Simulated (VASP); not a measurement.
Input:

```yaml
crystal:
  lattice:
    - [1.27756, -2.21280, 0.00000]
    - [1.27756, 2.21280, 0.00000]
    - [0.00000, 0.00000, 4.22543]
  atoms:
    - { symbol: B, position: [0.66667, 0.33333, 0.50024] }
    - { symbol: B, position: [0.33333, 0.66667, 0.00024] }
    - { symbol: N, position: [0.66667, 0.33333, 0.87476] }
    - { symbol: N, position: [0.33333, 0.66667, 0.37476] }
```

Level of theory: PBE GGA, VASP's PBE PAW potentials (set 64) (plane waves; VASP). Numerical set-up: 520 eV cut-off, 11×11×6 Γ-centred mesh, tetrahedra with Blöchl corrections, potentials B N.

The cores are frozen, which limits the accuracy of field gradients.

**Question.** Give the principal components of the electric field gradient (V/Å²) and the asymmetry η at each nucleus.

**Answer.** 
```json
[
 {"atom": "B1", "Vxx": "-0.4", "Vyy": "-0.4", "Vzz": "0.9", "η": "0.00"},
 {"atom": "B2", "Vxx": "-0.4", "Vyy": "-0.4", "Vzz": "0.9", "η": "0.00"},
 {"atom": "N3", "Vxx": "-2.3", "Vyy": "-2.3", "Vzz": "4.5", "η": "0.00"},
 {"atom": "N4", "Vxx": "-2.3", "Vyy": "-2.3", "Vzz": "4.5", "η": "0.00"}
]
```

The compound is BN in the wurtzite structure, a metastable high-pressure form. It was relaxed first.
